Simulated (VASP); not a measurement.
# YMg6Co (Amm2) in VASP: reference runs, part 2 of 2

VASP 6.6.1. Earlier steps stand in the parts before.

### Step 3. Single point, PBE, collinear spin, ferromagnetic start

INCAR reads:

```
SYSTEM = YMg6Co
PREC = Accurate ; ENCUT = 520
EDIFF = 1E-7 ; ISMEAR = -1
SIGMA = 0.05 ; LREAL = .FALSE.
LASPH = .TRUE. ; NELM = 150
ALGO = Normal ; ISIF = 2
LWAVE = .FALSE. ; LCHARG = .TRUE.
ISPIN = 2 ; MAGMOM = 0 2 0 0 0 0 0 0
LORBIT = 11 ; LMAXMIX = 4
GGA = PE ; LELF = .TRUE.
LVHAR = .TRUE. ; NBANDS = 30
```

KPOINTS reads:

```
Automatic mesh
0
G
  6 5 5
  0 0 0
```

POSCAR reads:

```
YMg6Co
1.0
    4.9579540000      0.0000000000      0.0000000000
    0.0000000000      2.9433620000      5.9947335000
    0.0000000000     -2.9433620000      5.9947335000
Y Co Mg
1 1 6
Direct
    0.5000000000      0.1864040000      0.1864040000
    0.5000000000      0.6415390000      0.6415390000
    0.0000000000      0.7956030000      0.7956030000
    0.0000000000      0.3452900000      0.3452900000
    0.0000000000      0.3370400000      0.8219440000
    0.0000000000      0.8219440000      0.3370400000
    0.5000000000      0.1890490000      0.6831290000
    0.5000000000      0.6831290000      0.1890490000
```

Potentials or basis: VASP PAW PBE potentials, release 64 (Y_sv, Co, Mg).

Command:

```console
> cat potpaw_PBE.64/Y_sv/POTCAR potpaw_PBE.64/Co/POTCAR potpaw_PBE.64/Mg/POTCAR > POTCAR
> mpirun -np 1 vasp_std > vasp.out
```

OUTCAR:

```text
SYSTEM = YMg6Co
   PREC = Accurate
   ENCUT = 520
   EDIFF = 1E-7
   ISMEAR = -1
   LREAL = .FALSE.
   LASPH = .TRUE.
   NELM = 150
   ISIF = 2
   ISPIN = 2
   LORBIT = 11
   GGA = PE

 ion  position               nearest neighbor table
   1  0.500  0.186  0.186-   2 2.99   2 2.99   4 3.13   4 3.13   6 3.18   5 3.18   5 3.18   6 3.18
                             8 3.33   7 3.33   8 3.35   7 3.35
   2  0.500  0.642  0.642-   7 2.86   8 2.86   5 2.96   6 2.96   5 2.96   6 2.96   1 2.99   1 2.99
                             3 3.09   3 3.09
   3  0.000  0.796  0.796-   5 2.96   6 2.96   4 3.00   4 3.00   2 3.09   2 3.09   8 3.35   7 3.35
                             7 3.35   8 3.35
   4  0.000  0.345  0.345-   3 3.00   3 3.00   7 3.07   8 3.07   7 3.07   8 3.07   1 3.13   1 3.13
                             6 3.15   5 3.15   6 3.53   5 3.53
   5  0.000  0.337  0.822-   6 2.85   2 2.96   2 2.96   3 2.96   7 3.02   7 3.02   6 3.03   4 3.15
                             1 3.18   1 3.18   4 3.53
   6  0.000  0.822  0.337-   5 2.85   2 2.96   2 2.96   3 2.96   8 3.02   8 3.02   5 3.03   4 3.15
                             1 3.18   1 3.18   4 3.53
   7  0.500  0.189  0.683-   2 2.86   8 2.91   8 2.98   5 3.02   5 3.02   4 3.07   4 3.07   1 3.33
                             3 3.35   3 3.35   1 3.35
   8  0.500  0.683  0.189-   2 2.86   7 2.91   7 2.98   6 3.02   6 3.02   4 3.07   4 3.07   1 3.33
                             3 3.35   3 3.35   1 3.35

  LATTYP: Found a base centered orthorhombic cell.
 ALAT       =     5.8867240000
 B/A-ratio  =     2.0366959620
 C/A-ratio  =     0.8422263385

  Lattice vectors:

 A1 = (   0.0000000000,   2.9433620000,  -5.9947335000)
 A2 = (   0.0000000000,   2.9433620000,   5.9947335000)
 A3 = (   4.9579540000,   0.0000000000,   0.0000000000)

Analysis of symmetry for initial positions (statically):
=====================================================================
 Subroutine PRICEL returns:
 Original cell was already a primitive cell.
[... 959 lines left out ...]
      2     -19.5550      1.00000
      3     -19.5110      1.00000
      4     -19.4569      1.00000
      5      -3.5494      1.00000
      6       0.0959      1.00000
[... 733 lines left out ...]
     27       7.6200      0.00000
     28       8.8514      0.00000

 [... further k-points ...]

 [bands above 28 left out]

------------------------ aborting loop because EDIFF is reached ----------------------------------------

  FORCE on cell =-STRESS in cart. coord.  units (eV):
  Direction    XX          YY          ZZ          XY          YZ          ZX
  --------------------------------------------------------------------------------------
  -------------------------------------------------------------------------------------
  Total       -0.3260235     -0.2850110     -0.1804986      0.0000000      0.0000000      0.0000000
  in kB       -2.9854751     -2.6099135     -1.6528688      0.0000000      0.0000000      0.0000000
  external PRESSURE =      -2.4160858 kB  Pullay stress =       0.0000000 kB

 VOLUME and BASIS-vectors are now :
 -----------------------------------------------------------------------------
  energy-cutoff  :      520.00
  volume of cell :      174.96
      direct lattice vectors                 reciprocal lattice vectors
     4.957954000  0.000000000  0.000000000     0.201696103  0.000000000  0.000000000
     0.000000000  2.943362000  5.994733500     0.000000000  0.169873770  0.083406543
     0.000000000 -2.943362000  5.994733500     0.000000000 -0.169873770  0.083406543

 POSITION                                       TOTAL-FORCE (eV/Angst)
 -----------------------------------------------------------------------------------
      2.47898      0.00000      2.23488         0.000000      0.000000     -0.026414
      2.47898      0.00000      7.69171         0.000000      0.000000     -0.052162
      0.00000      0.00000      9.53886         0.000000      0.000000     -0.019281
      0.00000      0.00000      4.13984         0.000000      0.000000      0.018655
      0.00000     -1.42725      6.94780         0.000000      0.010997      0.008879
      0.00000      1.42725      6.94780         0.000000     -0.010997      0.008879
      2.47898     -1.45426      5.22847         0.000000     -0.002144      0.030722
      2.47898      1.45426      5.22847         0.000000      0.002144      0.030722
 -----------------------------------------------------------------------------------
    total drift:                               -0.000000      0.000000     -0.001275

  FREE ENERGIE OF THE ION-ELECTRON SYSTEM (eV)
  ---------------------------------------------------
  free  energy   TOTEN  =       -21.6659721217 eV

  energy  without entropy=      -21.6185039136  energy(sigma->0) =      -21.64223802

 total charge

# of ion       s       p       d       f       tot
--------------------------------------------------
    1        2.232   6.284   0.990   0.015   9.521
    2        0.406   0.204   7.352   0.000   7.962
    3        0.195   0.121   0.012   0.000   0.328
    4        0.238   0.141   0.012   0.000   0.391
    5        0.223   0.142   0.015   0.000   0.380
    6        0.223   0.142   0.015   0.000   0.380
    7        0.215   0.140   0.014   0.000   0.369
    8        0.215   0.140   0.014   0.000   0.369
--------------------------------------------------
tot          3.947   7.314   8.424   0.015  19.699

 magnetization (x)

# of ion       s       p       d       f       tot
--------------------------------------------------
    1        0.000  -0.000   0.000  -0.000   0.000
    2       -0.000   0.000  -0.000   0.000  -0.000
    3        0.000   0.000  -0.000   0.000   0.000
    4        0.000  -0.000   0.000   0.000  -0.000
    5        0.000   0.000   0.000   0.000   0.000
    6        0.000   0.000   0.000   0.000   0.000
    7       -0.000   0.000   0.000   0.000   0.000
    8       -0.000   0.000   0.000   0.000   0.000
--------------------------------------------------
tot         -0.000   0.000  -0.000  -0.000  -0.000
```

OSZICAR:

```text
N       E                     dE             d eps       ncg     rms          rms(c)
DAV:   1     0.122501170033E+03    0.12250E+03   -0.12006E+04  4320   0.903E+02
DAV:   2    -0.129079423310E+02   -0.13541E+03   -0.12372E+03  4614   0.199E+02
DAV:   3    -0.222403135230E+02   -0.93324E+01   -0.89657E+01  6600   0.462E+01
DAV:   4    -0.229712704921E+02   -0.73096E+00   -0.72165E+00  6674   0.938E+00
[... 31 lines left out ...]
DAV:  36    -0.216659721584E+02    0.77564E-05   -0.30677E-05  6688   0.440E-02    0.500E-03
DAV:  37    -0.216659726737E+02   -0.51527E-06   -0.18546E-06  4938   0.741E-03    0.580E-03
DAV:  38    -0.216659720854E+02    0.58830E-06   -0.33946E-06  5856   0.167E-02    0.266E-03
DAV:  39    -0.216659721217E+02   -0.36352E-07   -0.31006E-07  3786   0.253E-03
   1 F= -.21665972E+02 E0= -.21642238E+02  d E =-.474682E-01  mag=    -0.0005
```

stdout:

```text
POSCAR found type information on POSCAR Y CoMg
 POSCAR found :  3 types and       8 ions
 scaLAPACK will be used
 LDA part: xc-table for (Slater+PW92), standard interpolation
 POSCAR, INCAR and KPOINTS ok, starting setup
 FFT: planning ... GRIDC
 FFT: planning ... GRID_SOFT
 FFT: planning ... GRID
 WAVECAR not read
 entering main loop
```

It took 9.3 min on 1 thread of Intel Xeon 6975P-C (Granite Rapids), shared host; peak memory 0.6 GiB.

Results:

```
Free energy                                           : -21.6660 eV
Pressure                                              : -0.2 GPa
Largest force                                         : 0.052 eV/Å
Band gap on the k mesh                                : none (metal or under the smearing width)
Net moment                                            : 0.00 μB per cell
Valence electrons inside the program's atomic spheres : Y 9.52; Co 7.96; Mg 0.33, 0.39, 0.38, 0.37
```

Forces in eV/Å, atoms in the order of the input:
```
Y    0.000  0.000 -0.026
Co   0.000  0.000 -0.052
Mg   0.000  0.000 -0.019
Mg   0.000  0.000  0.019
Mg   0.000  0.011  0.009
Mg   0.000 -0.011  0.009
Mg   0.000 -0.002  0.031
Mg   0.000  0.002  0.031
```

Levels at points of the mesh, in eV from the Fermi level:
Spin up:
```
           k point  band 14  band 15  band 16  band 17  band 18  band 19
(0.00, 0.00, 0.00)    -0.88    -0.56    -0.42    -0.21     0.34     0.64
(0.50, 0.00, 0.00)    -0.63    -0.53    -0.39    -0.06     0.03     0.40
```
Spin down:
| k point | band 12 | band 13 | band 14 | band 15 | band 16 | band 17 | band 18 | band 19 | band 20 | band 21 |
| --- | --- | --- | --- | --- | --- | --- | --- | --- | --- | --- |
| (0.00, 0.00, 0.00) | -0.99 | -0.91 | -0.88 | -0.56 | -0.42 | -0.21 | 0.34 | 0.64 | 1.94 | 2.55 |
| (0.50, 0.00, 0.00) | -0.71 | -0.68 | -0.63 | -0.53 | -0.39 | -0.06 | 0.03 | 0.40 | 0.78 | 0.93 |

Caveat: the starting moments collapsed, and a magnetic state may lie lower.
